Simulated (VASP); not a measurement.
# LaB2Ir2C (space group I4/mmm): computed properties

The numbers are results of PBEsol GGA, VASP's PBE PAW potentials (set 64) (plane waves; VASP 6.6.1), not measurements.

```
Quantity                                                                         Result
----------------------------------  ---------------------------------------------------
space group                                                                I4/mmm (139)
cell                                a = b = 3.8500 Å, c = 10.4545 Å, α = β = γ = 90.00°
volume per atom                                                          12.91 Å^3/atom
band gap (over mesh and band path)             none (metal, semimetal or under 0.01 eV)
band gap with spin-orbit coupling                                       none (metallic)
density                                                                     11.94 g/cm³
```

Space group I4/mmm (No. 139); a = b = 3.850 Å, c = 10.454 Å, α = β = γ = 90.00°

| atom | site | symmetry | x | y | z |
|---|---|---|---|---|---|
| La | 2a | 4/mmm | 0.0000 | 0.0000 | 0.0000 |
| B | 4e | 4mm | 0.0000 | 0.0000 | 0.3551 |
| Ir | 4d | -4m2 | 0.0000 | 0.5000 | 0.2500 |
| C | 2b | 4/mmm | 0.0000 | 0.0000 | 0.5000 |
(The calculation used a cell of 6 atoms; values per cell refer to that cell.)

Unless said otherwise, spin-orbit coupling is left out, though it shifts the bands of the heavy elements here.

The structure comes from a computed database's LaB2Ir2C entry (I4/mmm); how it stands against other phases isn't given here. It was relaxed first. Symmetry was kept, so distortions that lower it aren't found. The electron count is odd and the run is not spin-polarised, which forces a metal.
